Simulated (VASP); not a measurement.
Output of a VASP run:

### OSZICAR
```
       N       E                     dE             d eps       ncg     rms          rms(c)
DAV:   1    -0.335224543619E+03   -0.33522E+03   -0.23823E+01   648   0.115E+01    0.700E+00
DAV:   2    -0.335853953141E+03   -0.62941E+00   -0.68457E-01   684   0.116E+00    0.466E+00
DAV:   3    -0.335821560423E+03    0.32393E-01   -0.77389E-02   728   0.412E-01    0.274E+00
DAV:   4    -0.335801279544E+03    0.20281E-01   -0.17724E-02   736   0.245E-01    0.156E+00
DAV:   5    -0.335793452008E+03    0.78275E-02   -0.44426E-03   726   0.126E-01    0.888E-01
DAV:   6    -0.335790787721E+03    0.26643E-02   -0.12708E-03   716   0.688E-02    0.505E-01
DAV:   7    -0.335789927889E+03    0.85983E-03   -0.41636E-04   716   0.399E-02    0.286E-01
DAV:   8    -0.335789672183E+03    0.25571E-03   -0.14294E-04   708   0.237E-02    0.162E-01
DAV:   9    -0.335789608614E+03    0.63569E-04   -0.51100E-05   692   0.145E-02    0.917E-02
DAV:  10    -0.335789601048E+03    0.75654E-05   -0.18301E-05   428   0.920E-03
   1 F= -.33578960E+03 E0= -.33578934E+03  d E =-.524095E-03  mag=     1.0000
```

File OUTCAR:
```
------------------------ aborting loop because EDIFF is reached ----------------------------------------
  volume of cell :     1547.77
      direct lattice vectors                 reciprocal lattice vectors
    11.567395522  0.000000000  0.000000000     0.086449884  0.000000000  0.000000000
     0.000000000 11.567395522  0.000000000     0.000000000  0.086449884  0.000000000
     0.000000000  0.000000000 11.567395522     0.000000000  0.000000000  0.086449884
 POSITION                                       TOTAL-FORCE (eV/Angst)
 -----------------------------------------------------------------------------------
      5.76626     11.54847      0.00217         0.263265      0.140726     -0.227983
      7.27558      1.42186      1.40321        -0.244691     -0.128116      0.246045
      8.67758      2.88822      0.00415         0.226014      0.106430     -0.231176
     10.13190      4.34930      1.44286        -0.247639     -0.141584      0.236456
      8.67739     11.54780      2.91116         0.231701      0.137640     -0.269442
     10.13097      1.46166      4.32976        -0.237893     -0.138422      0.236698
     11.55242     11.55158      0.00503         0.241249      0.125949     -0.232058
      1.44821      1.45157      1.42959        -0.245492     -0.137985      0.245589
      2.87408      2.87224      0.00884         0.240641      0.145123     -0.245061
      4.34194      4.34699      1.42472        -0.230845     -0.146324      0.207312
      5.77822      5.77305      0.01308         0.239388      0.134450     -0.247704
      7.24282      7.24243      1.43244        -0.253323     -0.133996      0.246631
      8.66549      8.66321      0.00833         0.245407      0.140665     -0.233447
     10.12818     10.13195      1.43423        -0.231072     -0.130713      0.245738
      2.87024     11.54787      2.89024         0.241214      0.129655     -0.228466
      4.34477      1.42866      4.32606        -0.214853     -0.138846      0.238833
      5.81319      2.82785      2.86606         0.231275      0.165461     -0.231496
      7.25433      4.35188      4.33725        -0.210237     -0.160065      0.221245
      8.66440      5.77512      2.89660         0.245547      0.133078     -0.225499
     10.13090      7.23440      4.32866        -0.248005     -0.127387      0.244173
      5.78079     11.54767      5.80030         0.244532      0.130961     -0.236372
      7.24178      1.45373      7.22273        -0.253179     -0.140133      0.244365
      8.66862      2.87329      5.80212         0.242441      0.145950     -0.237503
     10.13058      4.34847      7.22077        -0.242243     -0.135104      0.242565
      8.66517     11.55386      8.68564         0.235669      0.128827     -0.226202
     10.12800      1.45451     10.11085        -0.235665     -0.125907      0.247630
     11.54689      5.76335      0.00378         0.253446      0.167583     -0.236678
      1.41551      7.27908      1.40069        -0.228679     -0.135978      0.243082
      2.89074      8.67101      0.00060         0.213694      0.132564     -0.229798
      4.34818     10.13264      1.43753        -0.245745     -0.140787      0.240318
     11.55709      2.87238      2.89661         0.239317      0.136198     -0.242658
      1.43916      4.35000      4.32914        -0.271114     -0.134715      0.234428
      2.83089      5.81939      2.86026         0.247778      0.106619     -0.214303
      4.34667      7.26451      4.33048        -0.241381     -0.123130      0.252230
      5.78300      8.66605      2.89373         0.236302      0.132285     -0.229786
      7.24045     10.13257      4.32754        -0.246868     -0.142495      0.249640
     11.54856     11.54938      5.78532         0.249855      0.137280     -0.202245
      1.42008      1.42218      7.25965        -0.193218     -0.092140      0.197196
      2.84974      2.83740      5.83719         0.222687      0.166940     -0.239824
      4.35300      4.35833      7.24662        -0.242366     -0.157056      0.255730
      5.82063      5.82362      5.84981         0.214551      0.126807     -0.245807
      7.28108      7.28456      7.26362        -0.244720     -0.148897      0.230762
      8.68093      8.67412      5.78619         0.226636      0.123133     -0.214661
     10.13271     10.13702      7.22374        -0.247628     -0.143174      0.224978
      2.89225     11.54650      8.69837         0.208139      0.146545     -0.257366
      4.34762      1.46130     10.11403        -0.240402     -0.140245      0.242713
      5.78289      2.87357      8.69144         0.242218      0.141363     -0.243291
      7.23858      4.34955     10.11590        -0.242963     -0.142129      0.243124
      8.67748      5.76394      8.69905         0.229307      0.170409     -0.256490
     10.13209      7.24400     10.11470        -0.242882     -0.136653      0.233142
     11.54445      8.67122      2.91090         0.249509      0.140442     -0.269966
      1.45333     10.13208      4.32882        -0.233315     -0.130891      0.235977
     11.55503      5.77523      5.80232         0.239452      0.137152     -0.240921
      1.44882      7.24655      7.22535        -0.240991     -0.141245      0.236208
      2.87281      8.66839      5.80291         0.246670      0.143348     -0.244828
      4.34714     10.13237      7.22182        -0.239470     -0.137951      0.238792
     11.54748      2.88873      8.69761         0.250836      0.102372     -0.247715
      1.45586      4.34943     10.11565        -0.243724     -0.138714      0.234473
      2.87113      5.78078      8.69175         0.250505      0.131412     -0.233825
      4.34812      7.23569     10.11530        -0.244999     -0.126781      0.240458
      5.76596      8.67393      8.70110         0.270020      0.132353     -0.254739
      7.24106     10.13506     10.11564        -0.246756     -0.133654      0.228286
...
```
(Selected blocks of OUTCAR.)

File POSCAR:
```
LiGe64
1
   11.5673955220     0.0000000000     0.0000000000
    0.0000000000    11.5673955220     0.0000000000
    0.0000000000     0.0000000000    11.5673955220
Ge Li
64 1
Direct
  0.4984927365   0.9983637395   0.0001880032
  0.6289732152   0.1229198296   0.1213072311
  0.7501758529   0.2496863236   0.0003585954
  0.8759013560   0.3759966792   0.1247355013
  0.7501592493   0.9983061004   0.2516693328
  0.8758211350   0.1263603958   0.3743070200
  0.9987051463   0.9986324155   0.0004349001
  0.1251980123   0.1254880534   0.1235883071
  0.2484634937   0.2483045487   0.0007642260
  0.3753604008   0.3757970221   0.1231670366
  0.4995265778   0.4990796067   0.0011303840
  0.6261406570   0.6261075661   0.1238340017
  0.7491307279   0.7489331794   0.0007197650
  0.8755797110   0.8759056455   0.1239888502
  0.2481319486   0.9983122158   0.2498611552
  0.3756046324   0.1235074232   0.3739872857
  0.5025499115   0.2444673240   0.2477702908
  0.6271360854   0.3762191811   0.3749545804
  0.7490364769   0.4992581876   0.2504109458
  0.8758147601   0.6254128568   0.3742125104
  0.4997486456   0.9982947201   0.5014352096
  0.6260511839   0.1256749755   0.6244038879
  0.7494012616   0.2483956296   0.5015922973
  0.8757876870   0.3759250098   0.6242347648
  0.7491026439   0.9988298239   0.7508722196
  0.8755648036   0.1257420424   0.8740815985
  0.9982270219   0.4982405855   0.0003269072
  0.1223704604   0.6292756230   0.1210894812
  0.2499037306   0.7496076435   0.0000522138
  0.3758995402   0.8759654669   0.1242739630
  0.9991094983   0.2483167813   0.2504113390
  0.1244154183   0.3760572555   0.3742534526
  0.2447297583   0.5030852018   0.2472691918
  0.3757690680   0.6280159136   0.3743692892
  0.4999396467   0.7491791723   0.2501629029
  0.6259362305   0.8759597415   0.3741150265
  0.9983718664   0.9984422987   0.5001398856
  0.1227660093   0.1229473142   0.6275956942
  0.2463593806   0.2452928328   0.5046240194
  0.3763162261   0.3767775048   0.6264694814
  0.5031923914   0.5034513158   0.5057155507
  0.6294484263   0.6297497123   0.6279388163
  0.7504655056   0.7498770076   0.5002153620
  0.8759719054   0.8763441874   0.6244916819
  0.2500345943   0.9981937220   0.7519726642
  0.3758509507   0.1263290147   0.8743564683
  0.4999298722   0.2484196202   0.7513738139
  0.6257743277   0.3760184883   0.8745186514
  0.7501672280   0.4982919494   0.7520314614
  0.8759177555   0.6262429022   0.8744143254
  0.9980161147   0.7496262256   0.2516466156
  0.1256398911   0.8759172589   0.3742260918
  0.9989306041   0.4992679157   0.5016102481
  0.1252506187   0.6264630209   0.6246306534
  0.2483540094   0.7493810233   0.5016608016
  0.3758093800   0.8759422975   0.6243257087
  0.9982781618   0.2497300621   0.7519074781
  0.1258591430   0.3760080674   0.8744967757
  0.2482086651   0.4997473313   0.7514011194
  0.3758942169   0.6255248512   0.8744661577
  0.4984669079   0.7498602505   0.7522094762
  0.6259889006   0.8761748620   0.8744957123
  0.9988660526   0.7492301351   0.7510131314
  0.1256268527   0.8759045394   0.8741335529
  0.3753323563   0.3759994084   0.3755739332
```

Task: Write an INCAR and KPOINTS that could have produced this output.

Result: This is not unique; one that fits is the input of the run itself, HSE06 screened hybrid, plane waves, VASP's PBE PAW potentials (set 64).

KPOINTS:
```
Automatic mesh
0
Gamma
1 1 1
0 0 0
```

INCAR:
```
AEXX = 0.25
ALGO = Normal
EDIFF = 1E-5
ENCUT = 400
GGA = PE
HFSCREEN = 0.2
ISIF = 0
ISMEAR = 0
ISPIN = 2
ISYM = 0
LASPH = T
LCHARG = F
LHFCALC = T
LMAXMIX = 4
LORBIT = 10
LREAL = Auto
LWAVE = F
MAGMOM = 65*0.0154
NELM = 50
NELMIN = 4
NUPDOWN = 1
PREC = Normal
PRECFOCK = Fast
SIGMA = 0.05
SYSTEM = LiGe64
```

POTCAR, in this order: Ge Li (PBE.64 set). Program: vasp_gam. Read from the step before: WAVECAR.

The supercell is sampled at Γ alone, which is coarse: total energies, pressure and levels can be off, energies of defects by several tenths of an eV.

The cell is a supercell with a defect, built from Ge (diamond): Li_i. The cell's shape comes from a PBE relaxation.
